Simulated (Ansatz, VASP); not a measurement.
## TePtS: VASP beside Ansatz

One calculation is typed for both programs; each brings its own data sets. How far apart do they land? Of the first pair: The structure shown is the start of the Ansatz relaxation below; VASP solves that cell, so the two are compared at the walk's first step.

Main program and level: Ansatz 0.2.0; plane waves, with VASP 6.6.1 beside it; single point at PBE.

## (1) Set-up

The cell holds 3 atoms: 1 Pt, 1 S and 1 Te. Cell: a = 3.811 Å, b = 3.754 Å, c = 30.000 Å, α = 90.0°, β = 90.0°, γ = 120.5°. Vacuum lies along c.

## (2) Ansatz: relaxation, PBE

Ansatz runs on its PAW soft_1 files.

The two programs are compared at the cell with which this relaxation starts, whose forces are those of its first step.

Input file input.yaml:

```yaml
crystal:
  lattice:
    - [3.8106982977, 0.0, 0.0]
    - [-1.9053491489, 3.2341583014, 0.0]
    - [0.0, 0.0, 30.0]
  atoms:
    - { symbol: Pt, position: [0.0002389801, 0.0004779602, 0.3350337825] }
    - { symbol: S, position: [0.3342405351, 0.6684810701, 0.3748924935] }
    - { symbol: Te, position: [0.6655204849, 0.3310409697, 0.2867403906] }
  periodic: [true, true, false]
kpoints:
  mp_grid: { grid: [9, 9, 1] }
hamiltonian:
  xc: pbe
  pseudopotentials: { kind: paw, azcp: { folder: soft_1 } }
scf:
  occupations: { method: gaussian, width: 0.02 }
output:
  forces: true
  stress: true
  eigenvalues: true
relax:
  adjacent_minimum: "off"
  f_tol: 0.001
  max_steps: 60
```

Launch:

```sh
ansatz run input.yaml --threads 4 --pin off --max-ram 16384MiB --backend cpu --events-out ev --progress --plain --runs-dir out
```

Numbers of over 12 decimals in the logs are rounded to 6 here.

The program printed:

```text
Warning: output.stress: scf.convergence.dr2_threshold = 1e-9 eV (the default of a walk held to its f_tol) is looser than the 3e-10 eV advised for a printed stress (1e-10 eV for each atom of the cell: 3). What an SCF threshold leaves in a stress goes as its square root, and in the free energy as the threshold itself, and one threshold admits the most on a small cell: [figures from the program's tests cut] Every solve  [...]
Engine: ansatz 0.2.0, aarch64-unknown-linux-gnu
Pseudopotentials: kind: paw
Pseudopotential: Pt, paw, valence charge 18, recommended cutoff 420 eV (normal), soft_1/Pt.paw.azcp
Pseudopotential: S, paw, valence charge 6, recommended cutoff 420 eV (normal), soft_1/S.paw.azcp
Pseudopotential: Te, paw, valence charge 16, recommended cutoff 420 eV (normal), soft_1/Te.paw.azcp
Functional definition: PBE
  parameter kappa = 0.804
  parameter beta = 0.066725
  exchange = pbe_x(kappa = kappa, mu = beta*pi^2/3)
  correlation = pbe_c(beta = beta)
Crystal: 3 atoms, lattice volume = 369.732 Å³
Basis set: ecut = 420 eV, 7233 PW (Γ), exchange–correlation on 54×54×432 points (8 copies of the dense FFT grid, shifted against one another)
Bands: 24, of which v1, the nominal top of the filled ones, is band 20 counted from 1 (19 counted from 0)
Symmetry: 2 space group operations
Space group: Cm (ITA 8), of the structure as read, at distance tolerance 7.2e-5 Å
k-points: 25 of 81 (time reversal used)
Non-local potential: Pt, projectors of the file, l = 0: 3, l = 1: 2, l = 2: 2, l = 3: 1
Non-local potential: S, projectors of the file, l = 0: 2, l = 1: 2, l = 2: 1
Non-local potential: Te, projectors of the file, l = 0: 2, l = 1: 2, l = 2: 2, l = 3: 1
PAW form: soft (Blöchl's): semilocal exchange-correlation on the pseudo side does not see the compensation charge
PAW one-centre angular grid: Pt, 590 points (default); XC on 64 Gauss nodes
PAW one-centre angular grid: S, 110 points (default); XC on 64 Gauss nodes
PAW one-centre angular grid: Te, 590 points (default); XC on 64 Gauss nodes
Initial density: superposition of atomic densities (neutral atoms: chi_scale 0, normalization atom)
Initial wavefunctions: pseudopotential atomic-orbital guess
Functional: x = pbe(κ = 0.804, μ = 0.219515), c = pbe(β = 0.066725)
SCF iter   1: F=—  HF=-20408.641886 eV  |F-HF|=—  |Δ(HF+E_count)|=         —  Δρ=3.24e-2  dr2=5.94e0  ethr=3.10e-3  ⟨swp⟩=17.2  Hψ=5224  notcnv=0
preconditioner: auto → none  [insulator: Δε(μ)=1.429 eV  Ē_g=8.419 eV  σ=0.020 eV  W_gap=1.00  n_scr=16 (ndim 8)  ℏωp=9.1 eV  f_vac=0.778  D(μ)=0.00/eV (n_scr^D=0)  ε∞_Penn≈2.2]
SCF iter   2: F=—  HF=-20413.047155 eV  |F-HF|=—  |Δ(HF+E_count)|=    4.41e0  Δρ=5.07e-2  dr2=6.74e1  ethr=3.10e-3  ⟨swp⟩=6.4  Hψ=2101  notcnv=0  recentre
SCF iter   3: F=—  HF=-20408.222392 eV  |F-HF|=—  |Δ(HF+E_count)|=    4.82e0  Δρ=1.78e-2  dr2=5.57e0  ethr=3.10e-3  ⟨swp⟩=6.1  Hψ=2128  notcnv=0
SCF iter   4: F=—  HF=-20407.687637 eV  |F-HF|=—  |Δ(HF+E_count)|=   5.35e-1  Δρ=1.15e-2  dr2=3.94e-1  ethr=3.10e-3  ⟨swp⟩=4.1  Hψ=1210  notcnv=0
SCF iter   5: F=—  HF=-20407.697254 eV  |F-HF|=—  |Δ(HF+E_count)|=   9.62e-3  Δρ=5.52e-3  dr2=7.25e-1  ethr=9.85e-4  ⟨swp⟩=4.9  Hψ=1460  notcnv=0
SCF iter   6: F=—  HF=-20407.643264 eV  |F-HF|=—  |Δ(HF+E_count)|=   5.40e-2  Δρ=2.14e-3  dr2=7.23e-2  ethr=9.85e-4  ⟨swp⟩=2.7  Hψ=911  notcnv=0
SCF iter   7: F=—  HF=-20407.639270 eV  |F-HF|=—  |Δ(HF+E_count)|=   3.99e-3  Δρ=9.23e-4  dr2=2.35e-2  ethr=1.81e-4  ⟨swp⟩=2.7  Hψ=924  notcnv=0
SCF iter   8: F=—  HF=-20407.637965 eV  |F-HF|=—  |Δ(HF+E_count)|=   1.30e-3  Δρ=3.63e-4  dr2=2.83e-3  ethr=5.87e-5  ⟨swp⟩=3.3  Hψ=863  notcnv=0
SCF iter   9: F=—  HF=-20407.638001 eV  |F-HF|=—  |Δ(HF+E_count)|=   3.59e-5  Δρ=1.29e-4  dr2=1.57e-4  ethr=7.09e-6  ⟨swp⟩=3.4  Hψ=1220  notcnv=0
SCF iter  10: F=—  HF=-20407.637989 eV  |F-HF|=—  |Δ(HF+E_count)|=   1.19e-5  Δρ=5.14e-5  dr2=1.79e-5  ethr=3.93e-7  ⟨swp⟩=2.6  Hψ=1058  notcnv=0
SCF iter  11: F=—  HF=-20407.638106 eV  |F-HF|=—  |Δ(HF+E_count)|=   1.17e-4  Δρ=1.14e-5  dr2=3.03e-6  ethr=4.48e-8  ⟨swp⟩=3.9  Hψ=1414  notcnv=0
[...]
iter 1 solved again at ethr=5.17e-6 eV; its pass at ethr=3.10e-3 eV (dr2=2.07e-3 eV) is discarded
SCF iter   1: F=—  HF=-20407.636426 eV  |F-HF|=—  |Δ(HF+E_count)|=         —  Δρ=9.55e-4  dr2=2.09e-3  ethr=5.17e-6  ⟨swp⟩=4.6  Hψ=3022  notcnv=0
preconditioner: auto → none  [insulator: Δε(μ)=0.756 eV  Ē_g=8.187 eV  σ=0.020 eV  W_gap=1.00  n_scr=16 (ndim 8)  ℏωp=9.1 eV  f_vac=0.780  D(μ)=0.00/eV (n_scr^D=0)  ε∞_Penn≈2.2]
SCF iter   2: F=—  HF=-20407.637239 eV  |F-HF|=—  |Δ(HF+E_count)|=   8.14e-4  Δρ=7.64e-4  dr2=1.28e-2  ethr=5.17e-6  ⟨swp⟩=3.4  Hψ=1115  notcnv=0  recentre
SCF iter   3: F=—  HF=-20407.636587 eV  |F-HF|=—  |Δ(HF+E_count)|=   6.52e-4  Δρ=7.35e-4  dr2=5.44e-3  ethr=5.17e-6  ⟨swp⟩=3.5  Hψ=1197  notcnv=0
SCF iter   4: F=—  HF=-20407.636220 eV  |F-HF|=—  |Δ(HF+E_count)|=   3.67e-4  Δρ=4.02e-4  dr2=2.56e-4  ethr=5.17e-6  ⟨swp⟩=2.5  Hψ=786  notcnv=0
SCF iter   5: F=—  HF=-20407.636336 eV  |F-HF|=—  |Δ(HF+E_count)|=   1.16e-4  Δρ=1.10e-4  dr2=3.66e-5  ethr=6.41e-7  ⟨swp⟩=3.3  Hψ=1206  notcnv=0
SCF iter   6: F=—  HF=-20407.636336 eV  |F-HF|=—  |Δ(HF+E_count)|=   4.58e-7  Δρ=4.34e-5  dr2=2.23e-5  ethr=9.15e-8  ⟨swp⟩=2.6  Hψ=1128  notcnv=0
SCF iter   7: F=—  HF=-20407.636334 eV  |F-HF|=—  |Δ(HF+E_count)|=   1.74e-6  Δρ=1.86e-5  dr2=2.88e-6  ethr=5.57e-8  ⟨swp⟩=1.7  Hψ=727  notcnv=0
SCF iter   8: F=-20407.636334 eV  HF=-20407.636334 eV  |F-HF|=1.01e-8  |Δ(HF+E_count)|=   1.48e-7  Δρ=4.26e-6  dr2=3.64e-8  ethr=3.52e-9  ⟨swp⟩=11.3  Hψ=3617  notcnv=0
SCF 2 converged in 8 iterations: F = -20407.636334 eV  dr2 = 3.64e-8
relax step   2: F+E_penalty+E_count = -20407.63633361 eV  Δ(F+E_penalty+E_count) = +1.772e-3 eV  max|allowed force component| = 2.362e-1 eV/Å  Δτ_max = 0.0339 Å  (8 SCF iters, dr2 threshold 1.41e-6 eV, rejected (line search))
[...]
relax step   3: F+E_penalty+E_count = -20407.64004590 eV  Δ(F+E_penalty+E_count) = -1.940e-3 eV  max|allowed force component| = 1.443e-2 eV/Å  Δτ_max = 0.0139 Å  (8 SCF iters, dr2 threshold 1.00e-7 eV, accepted)
[...]
relax step   4: F+E_penalty+E_count = -20407.64006200 eV  Δ(F+E_penalty+E_count) = -1.610e-5 eV  max|allowed force component| = 5.732e-3 eV/Å  Δτ_max = 0.0010 Å  (6 SCF iters, dr2 threshold 1.30e-8 eV, accepted)
[...]
relax step   5: F+E_penalty+E_count = -20407.64006497 eV  Δ(F+E_penalty+E_count) = -2.968e-6 eV  max|allowed force component| = 1.292e-4 eV/Å  Δτ_max = 0.0007 Å  (6 SCF iters, dr2 threshold 2.05e-9 eV, accepted)
[...]
relax step   6: F+E_penalty+E_count = -20407.64006497 eV  Δ(F+E_penalty+E_count) = +4.948e-10 eV  max|allowed force component| = 1.330e-4 eV/Å  Δτ_max = 0.0000 Å  (2 SCF iters, accepted)
SCF converged after 2 iterations
Free energy (F): -20407.640065 eV
Harris-Foulkes:  -20407.640065 eV  (|F-HF|=6.73e-10)
Internal energy: -20407.640065 eV  (E = F + TS)
E sigma→0 (E₀):  -20407.640065 eV
Fermi energy:    -5.052319 eV
--- Per-component energies (eV) ---
  E_band       = -1205.166892
  E_kinetic    = 872.576227
  E_local      = -77314.350990  (includes V_loc(G=0)·N_el)
  E_nonlocal   = 303.475364
  E_hartree    = 38055.689749
  E_xc         = -442.782916
  E_vxc        = -454.770339  (∫ρ·V_xc dr)
  E_paw        = -14763.634860  (= ΣΔE_a)
  E_vpaw       = -723.476754  (= ΣTr[D̂ρ^β])
  E_aug_tail   = 0.001192  (compensation charges beyond the density's cutoff)
  E_ewald      = 32881.386169
  E_smearing   = -0.000000  (= −TS)
  E_closure    = -0.000000  (closes the sum)
  Σ components = -20407.640065   (vs F -20407.640065, Δ=0.00e0)
--- Forces (eV/Å), atoms counted from 1 ---
  atom   1  Pt     0.00000000    -0.00007738    -0.00001554
  atom   2  S     -0.00000000     0.00013346     0.00007757
  atom   3  Te     0.00000000    -0.00005456    -0.00005956
  max |Σ_I F_I| component: 2.48e-6 eV/Å
--- 2D stress c σ (N/m, compression-positive) ---
        0.352729      -0.000000       0.000000
       -0.000000       1.315697       0.000000
        0.000000       0.000000       0.000000
  P = ½ c Tr σ = 0.8342 N/m
--- Band table (eV; the first three rows and the last of 25) ---
  k-point 0: bands = [... 16 lower, -7.2711, -5.9954, -5.6035, -5.4640, -2.6378 (-2.6378°), -2.6148 (-2.6148°), -1.6112, -0.5804]
  k-point 1: bands = [... 16 lower, -7.4150, -6.1056, -5.6400, -5.5154, -3.4355, -2.8608, -1.3140, -0.2651]
  k-point 2: bands = [... 16 lower, -7.8074, -6.3244, -5.9240, -5.6048, -4.3419, -3.1332, -0.6895, -0.2638]
  k-point 24: bands = [... 16 lower, -8.0128, -7.2647, -7.0284, -5.9066, -4.3794, -3.5806, -0.1605, 0.5793]
  ° read free of the cell's end (the report's vacuum.weakly_bound_levels)
--- Relaxed structure (6 steps of the walk, 5 accepted, 0 SCFs on fresh bases) ---
  F+E_penalty+E_count = -20407.64006497 eV   max|allowed force component| = 1.330e-4 eV/Å
  cell:  # Å, volume = 369.7320 Å³
    - [3.8106982977, 2.9456750342936344e-11, 0.0]
    - [-1.905349148875, 3.234158, 0.0]
    - [0.0, 0.0, 30.0]
  atoms:
    - { symbol: Pt, position: [0.000449936, 0.000899871, 0.335094] }
    - { symbol: S, position: [0.335263, 0.670525, 0.375233] }
    - { symbol: Te, position: [0.664287, 0.328575, 0.286340] }
```

## (3) VASP: single point, PBE, start cell, pair 1

The same cell, functional, mesh and smearing now go to VASP, with its own data sets.

Lines of VASP's logs that name or quote its potential files are left out, and so is its time.

Input file INCAR:

```
SYSTEM = TePtS
PREC = Accurate
ENCUT = 400
EDIFF = 1E-06
NELM = 120
ISMEAR = 0
SIGMA = 0.02
LREAL = .FALSE.
ALGO = Normal
GGA = PE
NBANDS = 17
LASPH = .TRUE.
LORBIT = 11
LWAVE = .FALSE.
LCHARG = .FALSE.
ISIF = 2
LDIPOL = .TRUE.
IDIPOL = 3
DIPOL = 0.5 0.5 0.332
LVHAR = .TRUE.
GGA_COMPAT = .FALSE.
EFERMI = MIDGAP
NELMDL = -8
```

Input file POSCAR:

```
TePtS
1.0
    3.8106982977      0.0000000000      0.0000000000
   -1.9053491489      3.2341583014      0.0000000000
    0.0000000000      0.0000000000     30.0000000000
Pt S Te
1 1 1
Direct
    0.0002390112      0.0004780224      0.3350337667
    0.3342405966      0.6684811931      0.3748925000
    0.6655205002      0.3310410005      0.2867404000
```

Input file KPOINTS:

```
Automatic mesh
0
Gamma
9 9 1
0 0 0
```

The projector-augmented-wave data sets are Pt, S and Te (PBE family, release 64).

Launch:

```sh
mpirun -np 1 vasp_std
```

The program printed:

```text
[banner, memory and clock lines left out]
running    1 mpi-ranks, on    1 nodes
 distrk:  each k-point on    1 cores,    1 groups
 distr:  one band on    1 cores,    1 groups

 POSCAR found type information on POSCAR PtS Te
 POSCAR found :  3 types and       3 ions
 LDA part: xc-table for (Slater+PW92), standard interpolation
 POSCAR, INCAR and KPOINTS ok, starting setup
 FFT: planning ... GRIDC
 FFT: planning ... GRID_SOFT
 FFT: planning ... GRID
 WAVECAR not read
 entering main loop
       N       E                     dE             d eps       ncg     rms          rms(c)
DAV:   1     0.158642702064E+03    0.15864E+03   -0.58632E+03   850   0.727E+02
DAV:   2     0.358251175159E+01   -0.15506E+03   -0.14564E+03  1427   0.147E+02
DAV:   3    -0.148867203436E+02   -0.18469E+02   -0.18341E+02  1101   0.649E+01
DAV:   4    -0.152308601228E+02   -0.34414E+00   -0.34349E+00  1117   0.107E+01
DAV:   5    -0.152407359819E+02   -0.98759E-02   -0.98752E-02  1343   0.175E+00
DAV:   6    -0.152408037221E+02   -0.67740E-04   -0.67738E-04  1162   0.127E-01
DAV:   7    -0.152408056342E+02   -0.19122E-05   -0.19122E-05  1342   0.194E-02
DAV:   8    -0.152408056473E+02   -0.13022E-07   -0.12952E-07   930   0.178E-03    0.138E+01
DAV:   9    -0.143638260646E+02    0.87698E+00   -0.54674E+00  1174   0.212E+01    0.893E+00
DAV:  10    -0.142669198879E+02    0.96906E-01   -0.21910E+00   999   0.114E+01    0.353E+00
DAV:  11    -0.141896335087E+02    0.77286E-01   -0.33156E-01  1145   0.421E+00    0.664E-01
DAV:  12    -0.141888601253E+02    0.77338E-03   -0.59287E-02  1104   0.175E+00    0.426E-01
DAV:  13    -0.141881296468E+02    0.73048E-03   -0.66067E-03  1224   0.480E-01    0.229E-01
DAV:  14    -0.141882295259E+02   -0.99879E-04   -0.86751E-04  1168   0.188E-01    0.143E-01
[...]
DAV:  19    -0.141884554613E+02   -0.27535E-04   -0.16590E-06   906   0.529E-03    0.439E-03
DAV:  20    -0.141884738396E+02   -0.18378E-04   -0.66685E-07   831   0.282E-03    0.253E-03
DAV:  21    -0.141884898087E+02   -0.15969E-04   -0.11319E-06   821   0.307E-03    0.121E-03
DAV:  22    -0.141884942221E+02   -0.44134E-05   -0.19487E-07   887   0.139E-03    0.423E-04
DAV:  23    -0.141884965867E+02   -0.23645E-05   -0.77097E-08   860   0.777E-04    0.276E-04
DAV:  24    -0.141884978746E+02   -0.12879E-05   -0.33820E-08   865   0.524E-04    0.159E-04
DAV:  25    -0.141884990671E+02   -0.11925E-05   -0.32005E-08   839   0.418E-04    0.107E-04
DAV:  26    -0.141884994144E+02   -0.34732E-06   -0.59174E-09   910   0.225E-04
   1 F= -.14188499E+02 E0= -.14188499E+02  d E =0.000000E+00
```

From OUTCAR (step 3):

```text
ion  position               nearest neighbor table
   1  0.000  0.000  0.335-   2 2.47   2 2.49   2 2.49   3 2.61   3 2.62   3 2.62
   2  0.334  0.668  0.375-   1 2.47   1 2.49   1 2.49
   3  0.666  0.331  0.287-   1 2.61   1 2.62   1 2.62

  LATTYP: Found a base centered orthorhombic cell.
 ALAT       =     3.8106982977
 B/A-ratio  =     1.6974097915
 C/A-ratio  =     7.8725728610

 Subroutine GETGRP returns: Found  2 space group operations
 (whereof  2 operations were pure point group operations)

The static configuration has the point symmetry C_1h.

 Found     25 irreducible k-points:

   k-points           NKPTS =     25   k-points in BZ     NKDIM =     25   number of bands    NBANDS=     17

   dimension x,y,z NGX =    28 NGY =   24 NGZ =  196
   dimension x,y,z NGXF=    56 NGYF=   48 NGZF=  392

   ENCUT  =  400.0 eV  29.40 Ry    5.42 a.u.   6.21  6.12 48.92*2*pi/ulx,y,z

   NELECT =      22.0000    total number of electrons

 k-points in reciprocal lattice and weights: Automatic mesh
   0.00000000  0.00000000  0.00000000       0.012
   0.11111111  0.00000000  0.00000000       0.049
   0.22222222  0.00000000  0.00000000       0.049
   0.33333333  0.00000000  0.00000000       0.049
   0.44444444  0.00000000  0.00000000       0.049
   0.00000000  0.11111111  0.00000000       0.025
   0.11111111  0.11111111  0.00000000       0.049
   0.22222222  0.11111111  0.00000000       0.049
   0.33333333  0.11111111  0.00000000       0.049
[...]
0.00000000  0.44444444  0.00000000       0.025
   0.11111111  0.44444444  0.00000000       0.025

 dipolmoment           0.000000      0.000000      0.101780 electrons x Angstroem

 average (electrostatic) potential at core
       1 -77.6087       2 -94.5982       3 -97.8165

 E-fermi :  -2.8592

 k-point     1 :       0.0000    0.0000    0.0000
  band No.  band energies     occupation
    ...
      7      -6.3677      2.00000
      8      -5.0488      2.00000
      9      -3.8001      2.00000
     10      -3.4106      2.00000
     11      -3.2941      2.00000
     12      -0.4299      0.00000
     13      -0.3798      0.00000
     14       0.5989      0.00000
     15       1.5410      0.00000
     16       1.9209      0.00000
    ...

 k-point     2 :       0.1111    0.0000    0.0000
  band No.  band energies     occupation
    ...
      7      -6.4531      2.00000
      8      -5.2252      2.00000
      9      -3.9435      2.00000
     10      -3.4052      2.00000
     11      -3.3321      2.00000
     12      -1.2519      0.00000
     13      -0.6014      0.00000
     14       0.8876      0.00000
     15       1.7868      0.00000
     16       2.2319      0.00000
    ...

 k-point     3 :       0.2222    0.0000    0.0000
  band No.  band energies     occupation
    ...
      7      -6.5615      2.00000
      8      -5.6620      2.00000
      9      -4.1605      2.00000
     10      -3.6618      2.00000
     11      -3.4466      2.00000
     12      -2.1655      0.00000
     13      -0.8549      0.00000
     14       1.4957      0.00000
     15       1.9940      0.00000
     16       2.3626      0.00000
    ...

  Total        0.3325979      1.2717348      0.2359213     -0.0000000      0.1737932     -0.0000000
  in kB        1.4412623      5.5108685      1.0223289     -0.0000000      0.7531061     -0.0000000
  external PRESSURE =       2.6581533 kB  Pullay stress =       0.0000000 kB

  energy-cutoff  :      400.00
  volume of cell :      369.73
      direct lattice vectors                 reciprocal lattice vectors
     3.810698298  0.000000000  0.000000000     0.262419095  0.154599730  0.000000000
    -1.905349149  3.234158301  0.000000000     0.000000000  0.309199460  0.000000000
     0.000000000  0.000000000 30.000000000     0.000000000  0.000000000  0.033333333

 POSITION                                       TOTAL-FORCE (eV/Angst)
 -----------------------------------------------------------------------------------
     -0.00000      0.00155     10.05101        -0.000000      0.046689      0.049396
      0.00000      2.16197     11.24678        -0.000000      0.040233      0.069615
      1.90535      1.07064      8.60221         0.000000     -0.086922     -0.119012
 -----------------------------------------------------------------------------------
    total drift:                               -0.000002      0.000344      0.000373

  FREE ENERGIE OF THE ION-ELECTRON SYSTEM (eV)
  ---------------------------------------------------
  free  energy   TOTEN  =       -14.1884994144 eV

  energy  without entropy=      -14.1884994144  energy(sigma->0) =      -14.18849941

 vacuum level on the upper side and lower side of the slab         2.943         1.449

 total charge
# of ion       s       p       d       tot
------------------------------------------
    1        0.673   0.691   8.014   9.378
    2        1.361   2.239   0.000   3.600
    3        1.385   1.933   0.065   3.383
--------------------------------------------------
tot          3.419   4.863   8.079  16.361

[... 3 further parts left out ...]
```

The run ends at a pressure of 0.27 GPa, with forces up to 0.15 eV/Å.

## (4) Side by side

Known differences besides the potentials themselves: Ansatz cuts the interaction across the vacuum, VASP repeats the sheet with a dipole correction; the data sets hold 40 valence electrons in Ansatz (on its PAW soft_1 files) and 22 in VASP; the cutoff is 420 eV in Ansatz and 400 eV in VASP. Total energies have different zeros and are not compared.

Forces (eV/Å; atoms numbered as in POSCAR):

```
atom         Ansatz x, y, z           VASP x, y, z
 Pt1    0.000, 0.047, 0.051    0.000, 0.047, 0.049
  S2    0.000, 0.041, 0.099    0.000, 0.040, 0.070
 Te3  0.000, -0.088, -0.150  0.000, -0.087, -0.119
```

The forces differ by 14 meV/Å r.m.s., which is 23.7 % of the r.m.s. force of 0.060 eV/Å (both taken over all components). With vacuum in the cell, a pressure given here is an average over mostly empty space and none of the material.

## (5) Other set-ups

Further runs change the set-up of one program: Ansatz's method, potentials or start, or VASP's data sets, cutoff or form of LDA. The table gives that difference for each run.

```
                                                              run  r.m.s. force difference (meV/Å)
                                                         as above                               14
VASP with the data sets Pt, S and Te_sv_GW and a cutoff of 520 eV                               14
```

(Continued in part 2 of 2.)

[Lines on the potential files, build, host, timing and source positions are cut from VASP's logs without a mark.]

[Logs are printed without paths, hosts, clocks, repeated set-up lines and the standing remarks that a program may print on its own settings, such as how far it seeks lower states.]

[Hosts, paths, dates, database ids (printed as entryN), source tags and the programs' standing remarks are cut or masked in the printed files.]
